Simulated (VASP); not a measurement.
Consider the following.

```
CELL_PARAMETERS angstrom
      2.88701     0.00000     0.00000
     -1.44351     2.50023     0.00000
      0.00000     0.00000     9.55204
ATOMIC_POSITIONS crystal
  Ge 0.66667 0.33333 0.00000
  Au 0.66667 0.33333 0.50000
  Au 0.33333 0.66667 0.24941
  Au 0.33333 0.66667 0.75059
```

The numbers are results of PBEsol GGA, VASP's PBE PAW potentials (set 64) (plane waves; VASP), not measurements. Numerical set-up: 400 eV cut-off, 14×14×4 Γ-centred mesh, tetrahedra with Blöchl corrections, potentials Ge_d Au.

The cores are frozen, which limits the accuracy of field gradients.

Question: Give the principal components of the electric field gradient (V/Å²) and the asymmetry η at each nucleus.

Answer: 
```
atom    Vxx    Vyy   Vzz     η
----  -----  -----  ----  ----
Ge1   -10.4  -10.4  20.9  0.00
Au2    -2.1   -2.1   4.2  0.00
Au3   -46.7  -46.7  93.4  0.00
Au4   -46.7  -46.7  93.4  0.00
```

The structure comes from a computed database's GeAu3 entry (P-6m2); how it stands against other phases isn't given here. It was relaxed first, which changed the volume by -6 %.
